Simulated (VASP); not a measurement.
Data:

```xyz
2
Lattice="0.0000 2.7967 2.7669 2.6550 0.0000 2.7669 2.6550 2.7967 0.0000" Properties=species:S:1:pos:R:3 pbc="T T T"
Mg     0.0000     0.0000     0.0000
Se     2.6889     2.7967     2.7669
```

The numbers are results of PBE GGA, VASP's PBE PAW potentials (set 64) (plane waves; VASP), not measurements. Run with 400 eV cut-off, 6×6×6 Γ-centred mesh, Gaussian smearing of 0.050 eV, potentials Mg Se.

**Question.** Predict the energy per atom (σ→0), pressure, largest force.

**Answer.** 
| Item | Result |
|---|---|
| energy per atom (σ→0) | -3.732 eV/atom |
| pressure | 12.7 kbar |
| largest force | 0.142 eV/Å |

The absolute energy has meaning only against runs of the same code, potentials and settings.

The compound is MgSe in the rock salt structure. The cell was not relaxed at this level, atoms are displaced from their ideal sites. The run is one of a series of settings (KPOINTS 6×6×6 Γ-centred mesh against the base run), some of them coarse on purpose.
